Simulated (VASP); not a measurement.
Here is the system:

```
CoGa
1.0
    2.88000     0.00000     0.00000
    0.00000     2.88000     0.00000
    0.00000     0.00000     2.88000
Ga Co
1 1
Direct
  0.50000   0.50000   0.50000
  0.00000   0.00000   0.00000
```

Level of theory: vdW-DF-cx, VASP's PBE PAW potentials (set 64) (plane waves; VASP). Run with 520 eV cut-off, 11×11×11 Γ-centred mesh, first-order Methfessel-Paxton smearing of 0.10 eV, potentials Ga_d Co.

Energy and stress use the plane-wave basis of the starting cell.

Problem. The ions, cell shape and volume are relaxed. What does this cell relax into?

Solution. 
```
CoGa
1.0
    2.84356     0.00000     0.00000
    0.00000     2.84356     0.00000
    0.00000     0.00000     2.84356
Ga Co
1 1
Direct
  0.50000   0.50000   0.50000
  0.00000   0.00000   0.00000
```
Space group Pm-3m (221), at a tolerance of 0.03 Å.

Problem. How do energy and volume change from the first to the last step?

Solution. The energy (σ→0) changes by -10.2 meV/atom and the volume by -3.7 %, in 3 ionic steps.

The compound is CoGa in the CsCl type structure. This run relaxes it. Symmetry was kept, so distortions that lower it aren't found. The run is not spin-polarised, so no magnetic state was tried.
